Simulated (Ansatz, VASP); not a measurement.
# Cross-check of GaSb between VASP and Ansatz, part 2 of 5

Wanted: the spread between two codes on one cell, functional and k mesh. The structure shown is the end of the Ansatz relaxation below.

VASP 6.6.1 and Ansatz 0.2.0.

So far: The starting structure; Ansatz: relaxation, PBEsol.

**3. VASP: single point, PBEsol, pair 1**

Level of this step: PBEsol; plane waves and PAW (Ga_d, Sb) (VASP).

The same cell, functional, mesh and smearing now go to VASP, with its own data sets.

Lines of VASP's logs that name or quote its potential files are left out, and so is its time.

Input file INCAR:

```
SYSTEM = GaSb
PREC = Accurate
ENCUT = 500
EDIFF = 1E-06
NELM = 120
ISMEAR = 0
SIGMA = 0.015
LREAL = .FALSE.
ALGO = Normal
GGA = PS
NBANDS = 15
LORBIT = 11
LWAVE = .FALSE.
LCHARG = .FALSE.
ISIF = 2
ISYM = 2
LASPH = .TRUE.
GGA_COMPAT = .FALSE.
EFERMI = MIDGAP
KPAR = 2
```

Input file POSCAR:

```
GaSb
1.0
   -0.0004530110      3.0350551139      3.0350551139
    3.0350551139     -0.0004530110      3.0350551139
    3.0350551139      3.0350551139     -0.0004530110
Ga Sb
1 1
Direct
    0.0000251196      0.0000251196      0.0000251196
    0.7499748804      0.7499748804      0.7499748804
```

Input file KPOINTS:

```
Points of the shifted mesh
1728
Reciprocal
 0.0416666667  0.0416666667  0.0416666667 1
 0.0416666667  0.0416666667  0.1250000000 1
 0.0416666667  0.0416666667  0.2083333333 1
 0.0416666667  0.0416666667  0.2916666667 1
 0.0416666667  0.0416666667  0.3750000000 1
 0.0416666667  0.0416666667  0.4583333333 1
 0.0416666667  0.0416666667  0.5416666667 1
 0.0416666667  0.0416666667  0.6250000000 1
 0.0416666667  0.0416666667  0.7083333333 1
 0.0416666667  0.0416666667  0.7916666667 1
 0.0416666667  0.0416666667  0.8750000000 1
 0.0416666667  0.0416666667  0.9583333333 1
 0.0416666667  0.1250000000  0.0416666667 1
 0.0416666667  0.1250000000  0.1250000000 1
 0.0416666667  0.1250000000  0.2083333333 1
 0.0416666667  0.1250000000  0.2916666667 1
 0.0416666667  0.1250000000  0.3750000000 1
 0.0416666667  0.1250000000  0.4583333333 1
 0.0416666667  0.1250000000  0.5416666667 1
 0.0416666667  0.1250000000  0.6250000000 1
 0.0416666667  0.1250000000  0.7083333333 1
 0.0416666667  0.1250000000  0.7916666667 1
 0.0416666667  0.1250000000  0.8750000000 1
 0.0416666667  0.1250000000  0.9583333333 1
 0.0416666667  0.2083333333  0.0416666667 1
 0.0416666667  0.2083333333  0.1250000000 1
 0.0416666667  0.2083333333  0.2083333333 1
 0.0416666667  0.2083333333  0.2916666667 1
 0.0416666667  0.2083333333  0.3750000000 1
 0.0416666667  0.2083333333  0.4583333333 1
 0.0416666667  0.2083333333  0.5416666667 1
 0.0416666667  0.2083333333  0.6250000000 1
 0.0416666667  0.2083333333  0.7083333333 1
 0.0416666667  0.2083333333  0.7916666667 1
 0.0416666667  0.2083333333  0.8750000000 1
 0.0416666667  0.2083333333  0.9583333333 1
 0.0416666667  0.2916666667  0.0416666667 1
 0.0416666667  0.2916666667  0.1250000000 1
 0.0416666667  0.2916666667  0.2083333333 1
 0.0416666667  0.2916666667  0.2916666667 1
 0.0416666667  0.2916666667  0.3750000000 1
 0.0416666667  0.2916666667  0.4583333333 1
 0.0416666667  0.2916666667  0.5416666667 1
 0.0416666667  0.2916666667  0.6250000000 1
 0.0416666667  0.2916666667  0.7083333333 1
 0.0416666667  0.2916666667  0.7916666667 1
 0.0416666667  0.2916666667  0.8750000000 1
 0.0416666667  0.2916666667  0.9583333333 1
 0.0416666667  0.3750000000  0.0416666667 1
 0.0416666667  0.3750000000  0.1250000000 1
 0.0416666667  0.3750000000  0.2083333333 1
 0.0416666667  0.3750000000  0.2916666667 1
 0.0416666667  0.3750000000  0.3750000000 1
 0.0416666667  0.3750000000  0.4583333333 1
 0.0416666667  0.3750000000  0.5416666667 1
 0.0416666667  0.3750000000  0.6250000000 1
 0.0416666667  0.3750000000  0.7083333333 1
 0.0416666667  0.3750000000  0.7916666667 1
 0.0416666667  0.3750000000  0.8750000000 1
 0.0416666667  0.3750000000  0.9583333333 1
 0.0416666667  0.4583333333  0.0416666667 1
 0.0416666667  0.4583333333  0.1250000000 1
 0.0416666667  0.4583333333  0.2083333333 1
 0.0416666667  0.4583333333  0.2916666667 1
 0.0416666667  0.4583333333  0.3750000000 1
 0.0416666667  0.4583333333  0.4583333333 1
 0.0416666667  0.4583333333  0.5416666667 1
 0.0416666667  0.4583333333  0.6250000000 1
 0.0416666667  0.4583333333  0.7083333333 1
 0.0416666667  0.4583333333  0.7916666667 1
 0.0416666667  0.4583333333  0.8750000000 1
 0.0416666667  0.4583333333  0.9583333333 1
 0.0416666667  0.5416666667  0.0416666667 1
 0.0416666667  0.5416666667  0.1250000000 1
 0.0416666667  0.5416666667  0.2083333333 1
 0.0416666667  0.5416666667  0.2916666667 1
 0.0416666667  0.5416666667  0.3750000000 1
 0.0416666667  0.5416666667  0.4583333333 1
 0.0416666667  0.5416666667  0.5416666667 1
 0.0416666667  0.5416666667  0.6250000000 1
 0.0416666667  0.5416666667  0.7083333333 1
 0.0416666667  0.5416666667  0.7916666667 1
 0.0416666667  0.5416666667  0.8750000000 1
 0.0416666667  0.5416666667  0.9583333333 1
 0.0416666667  0.6250000000  0.0416666667 1
 0.0416666667  0.6250000000  0.1250000000 1
 0.0416666667  0.6250000000  0.2083333333 1
 0.0416666667  0.6250000000  0.2916666667 1
 0.0416666667  0.6250000000  0.3750000000 1
 0.0416666667  0.6250000000  0.4583333333 1
 0.0416666667  0.6250000000  0.5416666667 1
 0.0416666667  0.6250000000  0.6250000000 1
 0.0416666667  0.6250000000  0.7083333333 1
 0.0416666667  0.6250000000  0.7916666667 1
 0.0416666667  0.6250000000  0.8750000000 1
 0.0416666667  0.6250000000  0.9583333333 1
 0.0416666667  0.7083333333  0.0416666667 1
 0.0416666667  0.7083333333  0.1250000000 1
 0.0416666667  0.7083333333  0.2083333333 1
 0.0416666667  0.7083333333  0.2916666667 1
 0.0416666667  0.7083333333  0.3750000000 1
 0.0416666667  0.7083333333  0.4583333333 1
 0.0416666667  0.7083333333  0.5416666667 1
 0.0416666667  0.7083333333  0.6250000000 1
 0.0416666667  0.7083333333  0.7083333333 1
 0.0416666667  0.7083333333  0.7916666667 1
 0.0416666667  0.7083333333  0.8750000000 1
 0.0416666667  0.7083333333  0.9583333333 1
 0.0416666667  0.7916666667  0.0416666667 1
 0.0416666667  0.7916666667  0.1250000000 1
 0.0416666667  0.7916666667  0.2083333333 1
 0.0416666667  0.7916666667  0.2916666667 1
[... 1390 lines left out ...]
 0.8750000000  0.4583333333  0.1250000000 1
 0.8750000000  0.4583333333  0.2083333333 1
 0.8750000000  0.4583333333  0.2916666667 1
 0.8750000000  0.4583333333  0.3750000000 1
 0.8750000000  0.4583333333  0.4583333333 1
 0.8750000000  0.4583333333  0.5416666667 1
 0.8750000000  0.4583333333  0.6250000000 1
 0.8750000000  0.4583333333  0.7083333333 1
 0.8750000000  0.4583333333  0.7916666667 1
 0.8750000000  0.4583333333  0.8750000000 1
 0.8750000000  0.4583333333  0.9583333333 1
 0.8750000000  0.5416666667  0.0416666667 1
 0.8750000000  0.5416666667  0.1250000000 1
 0.8750000000  0.5416666667  0.2083333333 1
 0.8750000000  0.5416666667  0.2916666667 1
 0.8750000000  0.5416666667  0.3750000000 1
 0.8750000000  0.5416666667  0.4583333333 1
 0.8750000000  0.5416666667  0.5416666667 1
 0.8750000000  0.5416666667  0.6250000000 1
 0.8750000000  0.5416666667  0.7083333333 1
 0.8750000000  0.5416666667  0.7916666667 1
 0.8750000000  0.5416666667  0.8750000000 1
 0.8750000000  0.5416666667  0.9583333333 1
 0.8750000000  0.6250000000  0.0416666667 1
 0.8750000000  0.6250000000  0.1250000000 1
 0.8750000000  0.6250000000  0.2083333333 1
 0.8750000000  0.6250000000  0.2916666667 1
 0.8750000000  0.6250000000  0.3750000000 1
 0.8750000000  0.6250000000  0.4583333333 1
 0.8750000000  0.6250000000  0.5416666667 1
 0.8750000000  0.6250000000  0.6250000000 1
 0.8750000000  0.6250000000  0.7083333333 1
 0.8750000000  0.6250000000  0.7916666667 1
 0.8750000000  0.6250000000  0.8750000000 1
 0.8750000000  0.6250000000  0.9583333333 1
 0.8750000000  0.7083333333  0.0416666667 1
 0.8750000000  0.7083333333  0.1250000000 1
 0.8750000000  0.7083333333  0.2083333333 1
 0.8750000000  0.7083333333  0.2916666667 1
 0.8750000000  0.7083333333  0.3750000000 1
 0.8750000000  0.7083333333  0.4583333333 1
 0.8750000000  0.7083333333  0.5416666667 1
 0.8750000000  0.7083333333  0.6250000000 1
 0.8750000000  0.7083333333  0.7083333333 1
 0.8750000000  0.7083333333  0.7916666667 1
 0.8750000000  0.7083333333  0.8750000000 1
 0.8750000000  0.7083333333  0.9583333333 1
 0.8750000000  0.7916666667  0.0416666667 1
 0.8750000000  0.7916666667  0.1250000000 1
 0.8750000000  0.7916666667  0.2083333333 1
 0.8750000000  0.7916666667  0.2916666667 1
 0.8750000000  0.7916666667  0.3750000000 1
 0.8750000000  0.7916666667  0.4583333333 1
 0.8750000000  0.7916666667  0.5416666667 1
 0.8750000000  0.7916666667  0.6250000000 1
 0.8750000000  0.7916666667  0.7083333333 1
 0.8750000000  0.7916666667  0.7916666667 1
 0.8750000000  0.7916666667  0.8750000000 1
 0.8750000000  0.7916666667  0.9583333333 1
 0.8750000000  0.8750000000  0.0416666667 1
 0.8750000000  0.8750000000  0.1250000000 1
 0.8750000000  0.8750000000  0.2083333333 1
 0.8750000000  0.8750000000  0.2916666667 1
 0.8750000000  0.8750000000  0.3750000000 1
 0.8750000000  0.8750000000  0.4583333333 1
 0.8750000000  0.8750000000  0.5416666667 1
 0.8750000000  0.8750000000  0.6250000000 1
 0.8750000000  0.8750000000  0.7083333333 1
 0.8750000000  0.8750000000  0.7916666667 1
 0.8750000000  0.8750000000  0.8750000000 1
 0.8750000000  0.8750000000  0.9583333333 1
 0.8750000000  0.9583333333  0.0416666667 1
 0.8750000000  0.9583333333  0.1250000000 1
 0.8750000000  0.9583333333  0.2083333333 1
 0.8750000000  0.9583333333  0.2916666667 1
 0.8750000000  0.9583333333  0.3750000000 1
 0.8750000000  0.9583333333  0.4583333333 1
 0.8750000000  0.9583333333  0.5416666667 1
 0.8750000000  0.9583333333  0.6250000000 1
 0.8750000000  0.9583333333  0.7083333333 1
 0.8750000000  0.9583333333  0.7916666667 1
 0.8750000000  0.9583333333  0.8750000000 1
 0.8750000000  0.9583333333  0.9583333333 1
 0.9583333333  0.0416666667  0.0416666667 1
 0.9583333333  0.0416666667  0.1250000000 1
 0.9583333333  0.0416666667  0.2083333333 1
 0.9583333333  0.0416666667  0.2916666667 1
 0.9583333333  0.0416666667  0.3750000000 1
 0.9583333333  0.0416666667  0.4583333333 1
 0.9583333333  0.0416666667  0.5416666667 1
 0.9583333333  0.0416666667  0.6250000000 1
 0.9583333333  0.0416666667  0.7083333333 1
 0.9583333333  0.0416666667  0.7916666667 1
 0.9583333333  0.0416666667  0.8750000000 1
 0.9583333333  0.0416666667  0.9583333333 1
 0.9583333333  0.1250000000  0.0416666667 1
 0.9583333333  0.1250000000  0.1250000000 1
 0.9583333333  0.1250000000  0.2083333333 1
 0.9583333333  0.1250000000  0.2916666667 1
 0.9583333333  0.1250000000  0.3750000000 1
 0.9583333333  0.1250000000  0.4583333333 1
 0.9583333333  0.1250000000  0.5416666667 1
 0.9583333333  0.1250000000  0.6250000000 1
 0.9583333333  0.1250000000  0.7083333333 1
 0.9583333333  0.1250000000  0.7916666667 1
 0.9583333333  0.1250000000  0.8750000000 1
 0.9583333333  0.1250000000  0.9583333333 1
 0.9583333333  0.2083333333  0.0416666667 1
 0.9583333333  0.2083333333  0.1250000000 1
 0.9583333333  0.2083333333  0.2083333333 1
 0.9583333333  0.2083333333  0.2916666667 1
 0.9583333333  0.2083333333  0.3750000000 1
 0.9583333333  0.2083333333  0.4583333333 1
 0.9583333333  0.2083333333  0.5416666667 1
 0.9583333333  0.2083333333  0.6250000000 1
 0.9583333333  0.2083333333  0.7083333333 1
 0.9583333333  0.2083333333  0.7916666667 1
 0.9583333333  0.2083333333  0.8750000000 1
 0.9583333333  0.2083333333  0.9583333333 1
 0.9583333333  0.2916666667  0.0416666667 1
 0.9583333333  0.2916666667  0.1250000000 1
 0.9583333333  0.2916666667  0.2083333333 1
 0.9583333333  0.2916666667  0.2916666667 1
 0.9583333333  0.2916666667  0.3750000000 1
 0.9583333333  0.2916666667  0.4583333333 1
 0.9583333333  0.2916666667  0.5416666667 1
 0.9583333333  0.2916666667  0.6250000000 1
 0.9583333333  0.2916666667  0.7083333333 1
 0.9583333333  0.2916666667  0.7916666667 1
 0.9583333333  0.2916666667  0.8750000000 1
 0.9583333333  0.2916666667  0.9583333333 1
 0.9583333333  0.3750000000  0.0416666667 1
 0.9583333333  0.3750000000  0.1250000000 1
 0.9583333333  0.3750000000  0.2083333333 1
 0.9583333333  0.3750000000  0.2916666667 1
 0.9583333333  0.3750000000  0.3750000000 1
 0.9583333333  0.3750000000  0.4583333333 1
 0.9583333333  0.3750000000  0.5416666667 1
 0.9583333333  0.3750000000  0.6250000000 1
 0.9583333333  0.3750000000  0.7083333333 1
 0.9583333333  0.3750000000  0.7916666667 1
 0.9583333333  0.3750000000  0.8750000000 1
 0.9583333333  0.3750000000  0.9583333333 1
 0.9583333333  0.4583333333  0.0416666667 1
 0.9583333333  0.4583333333  0.1250000000 1
 0.9583333333  0.4583333333  0.2083333333 1
 0.9583333333  0.4583333333  0.2916666667 1
 0.9583333333  0.4583333333  0.3750000000 1
 0.9583333333  0.4583333333  0.4583333333 1
 0.9583333333  0.4583333333  0.5416666667 1
 0.9583333333  0.4583333333  0.6250000000 1
 0.9583333333  0.4583333333  0.7083333333 1
 0.9583333333  0.4583333333  0.7916666667 1
 0.9583333333  0.4583333333  0.8750000000 1
 0.9583333333  0.4583333333  0.9583333333 1
 0.9583333333  0.5416666667  0.0416666667 1
 0.9583333333  0.5416666667  0.1250000000 1
 0.9583333333  0.5416666667  0.2083333333 1
 0.9583333333  0.5416666667  0.2916666667 1
 0.9583333333  0.5416666667  0.3750000000 1
 0.9583333333  0.5416666667  0.4583333333 1
 0.9583333333  0.5416666667  0.5416666667 1
 0.9583333333  0.5416666667  0.6250000000 1
 0.9583333333  0.5416666667  0.7083333333 1
 0.9583333333  0.5416666667  0.7916666667 1
 0.9583333333  0.5416666667  0.8750000000 1
 0.9583333333  0.5416666667  0.9583333333 1
 0.9583333333  0.6250000000  0.0416666667 1
 0.9583333333  0.6250000000  0.1250000000 1
 0.9583333333  0.6250000000  0.2083333333 1
 0.9583333333  0.6250000000  0.2916666667 1
 0.9583333333  0.6250000000  0.3750000000 1
 0.9583333333  0.6250000000  0.4583333333 1
 0.9583333333  0.6250000000  0.5416666667 1
 0.9583333333  0.6250000000  0.6250000000 1
 0.9583333333  0.6250000000  0.7083333333 1
 0.9583333333  0.6250000000  0.7916666667 1
 0.9583333333  0.6250000000  0.8750000000 1
 0.9583333333  0.6250000000  0.9583333333 1
 0.9583333333  0.7083333333  0.0416666667 1
 0.9583333333  0.7083333333  0.1250000000 1
 0.9583333333  0.7083333333  0.2083333333 1
 0.9583333333  0.7083333333  0.2916666667 1
 0.9583333333  0.7083333333  0.3750000000 1
 0.9583333333  0.7083333333  0.4583333333 1
 0.9583333333  0.7083333333  0.5416666667 1
 0.9583333333  0.7083333333  0.6250000000 1
 0.9583333333  0.7083333333  0.7083333333 1
 0.9583333333  0.7083333333  0.7916666667 1
 0.9583333333  0.7083333333  0.8750000000 1
 0.9583333333  0.7083333333  0.9583333333 1
 0.9583333333  0.7916666667  0.0416666667 1
 0.9583333333  0.7916666667  0.1250000000 1
 0.9583333333  0.7916666667  0.2083333333 1
 0.9583333333  0.7916666667  0.2916666667 1
 0.9583333333  0.7916666667  0.3750000000 1
 0.9583333333  0.7916666667  0.4583333333 1
 0.9583333333  0.7916666667  0.5416666667 1
 0.9583333333  0.7916666667  0.6250000000 1
 0.9583333333  0.7916666667  0.7083333333 1
 0.9583333333  0.7916666667  0.7916666667 1
 0.9583333333  0.7916666667  0.8750000000 1
 0.9583333333  0.7916666667  0.9583333333 1
 0.9583333333  0.8750000000  0.0416666667 1
 0.9583333333  0.8750000000  0.1250000000 1
 0.9583333333  0.8750000000  0.2083333333 1
 0.9583333333  0.8750000000  0.2916666667 1
 0.9583333333  0.8750000000  0.3750000000 1
 0.9583333333  0.8750000000  0.4583333333 1
 0.9583333333  0.8750000000  0.5416666667 1
 0.9583333333  0.8750000000  0.6250000000 1
 0.9583333333  0.8750000000  0.7083333333 1
 0.9583333333  0.8750000000  0.7916666667 1
 0.9583333333  0.8750000000  0.8750000000 1
 0.9583333333  0.8750000000  0.9583333333 1
 0.9583333333  0.9583333333  0.0416666667 1
 0.9583333333  0.9583333333  0.1250000000 1
 0.9583333333  0.9583333333  0.2083333333 1
 0.9583333333  0.9583333333  0.2916666667 1
 0.9583333333  0.9583333333  0.3750000000 1
 0.9583333333  0.9583333333  0.4583333333 1
 0.9583333333  0.9583333333  0.5416666667 1
 0.9583333333  0.9583333333  0.6250000000 1
 0.9583333333  0.9583333333  0.7083333333 1
 0.9583333333  0.9583333333  0.7916666667 1
 0.9583333333  0.9583333333  0.8750000000 1
 0.9583333333  0.9583333333  0.9583333333 1
```

Potentials, in the order of the species: Ga_d and Sb (PBE family, release 64).

On the command line:

```
$ mpirun -np 2 vasp_std
```

Output:

```text
[banner, memory and clock lines left out]
running    2 mpi-ranks, on    1 nodes
 distrk:  each k-point on    1 cores,    2 groups
 distr:  one band on    1 cores,    1 groups

 POSCAR found type information on POSCAR GaSb
 POSCAR found :  2 types and       2 ions
|                                                                             |
|               ----> ADVICE to this user running VASP <----                  |
|                                                                             |
|     You enforced a specific xc type in the INCAR file but a different       |
|     [... a line on the potential file left out ...]
|     I HOPE YOU KNOW WHAT YOU ARE DOING!                                     |
|                                                                             |

 LDA part: xc-table for (Slater+PW92), standard interpolation
 POSCAR, INCAR and KPOINTS ok, starting setup
 FFT: planning ... GRIDC
 FFT: planning ... GRID_SOFT
 FFT: planning ... GRID
 WAVECAR not read
 entering main loop
       N       E                     dE             d eps       ncg     rms          rms(c)
DAV:   1     0.794722411321E+02    0.79472E+02   -0.85323E+03 52686   0.145E+03
DAV:   2    -0.218159996724E+01   -0.81654E+02   -0.78743E+02 60527   0.299E+02
DAV:   3    -0.814890412454E+01   -0.59673E+01   -0.59495E+01 62291   0.667E+01
DAV:   4    -0.825340725767E+01   -0.10450E+00   -0.10449E+00 64246   0.991E+00
DAV:   5    -0.825590974797E+01   -0.25025E-02   -0.25024E-02 67222   0.135E+00    0.322E+00
DAV:   6    -0.817851735523E+01    0.77392E-01   -0.88164E-02 67803   0.533E+00    0.189E+00
DAV:   7    -0.815102013071E+01    0.27497E-01   -0.47326E-02 64811   0.204E+00    0.367E-01
DAV:   8    -0.815108359745E+01   -0.63467E-04   -0.49903E-03 67224   0.901E-01    0.108E-01
DAV:   9    -0.815135885293E+01   -0.27526E-03   -0.45656E-04 58854   0.173E-01    0.396E-02
DAV:  10    -0.815135040731E+01    0.84456E-05   -0.19950E-05 68700   0.394E-02    0.111E-02
DAV:  11    -0.815135957421E+01   -0.91669E-05   -0.12184E-05 59148   0.251E-02    0.453E-03
DAV:  12    -0.815135965467E+01   -0.80456E-07   -0.40711E-07 53745   0.655E-03
   1 F= -.81513597E+01 E0= -.81513597E+01  d E =-.211856E-98
```

(Part 2 of 5 ends here.)

[Lines on the potential files, build, host, timing and source positions are cut from VASP's logs without a mark.]

[Logs are printed without paths, hosts, clocks, repeated set-up lines and the standing remarks that a program may print on its own settings, such as how far it seeks lower states.]

[Hosts, paths, dates, database ids (printed as entryN), source tags and the programs' standing remarks are cut or masked in the printed files.]
